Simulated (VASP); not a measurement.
Y (relaxed from the beta-Sn structure, space group I4_1/amd): computed properties

All values below come from PBEsol GGA, VASP's PBE PAW potentials (set 64) (plane waves; VASP 6.6.1).

```yaml
space_group: I4_1/amd (141)
cell: a = 6.0698 Å, b = 6.0698 Å, c = 3.3619 Å, α = 90.00°, β = 90.00°, γ = 90.00°
volume_per_atom: 30.97 Å^3/atom
band gap (over mesh and band path): none (metal, semimetal or under 0.01 eV)
band_gap_with_spin_orbit_coupling: none (metallic)
density: 4.77 g/cm³
```

```
Y
1.0
   -3.03492     3.03492     1.68093
    3.03492    -3.03492     1.68093
    3.03492     3.03492    -1.68093
Y
2
Direct
  0.75000   0.25000   0.50000
  0.00000   0.00000   0.00000
```

The structure was generated: Y was put into the beta-Sn type (I4_1/amd), which need not be its known phase. It was relaxed first, which changed the volume by -11 %. Symmetry was kept, so distortions that lower it aren't found.
